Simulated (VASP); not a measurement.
Input:

```
SnO
1.0
    3.77045     0.00000     0.00000
    0.00000     3.69331     0.00000
    0.00000     0.00000     4.78632
Sn O
2 2
Direct
  0.50000   0.00000   0.76200
  0.00000   0.50000   0.23800
  0.50000   0.50000   0.00000
  0.02312   0.00000   0.00000
```

Calculation: PBE GGA, VASP's PBE PAW potentials (set 64) (plane waves; VASP). Numerical set-up: EDIFF = 1E-5, 520 eV cut-off, 5×6×4 Γ-centred mesh, Gaussian smearing of 0.050 eV, potentials Sn_d O.

Task: Which forces act on the atoms, in eV/Å?

Result: 
| atom | Fx | Fy | Fz |
|---|---|---|---|
| Sn1 | 0.365 | 0.000 | -1.250 |
| Sn2 | 0.058 | 0.000 | 1.156 |
| O3 | 0.444 | 0.000 | 0.188 |
| O4 | -0.867 | 0.000 | -0.095 |

Task: Give the stress tensor in GPa (positive for a compressed cell).

Result: 
```
10.96   0.00  -1.22
 0.00  12.54   0.00
-1.22   0.00   8.44
```
The pressure is its mean diagonal, 10.65 GPa.

The compound is SnO in the litharge structure. The cell was not relaxed at this level. The run is one of a series of settings (EDIFF = 1E-5 against the base run), some of them coarse on purpose.
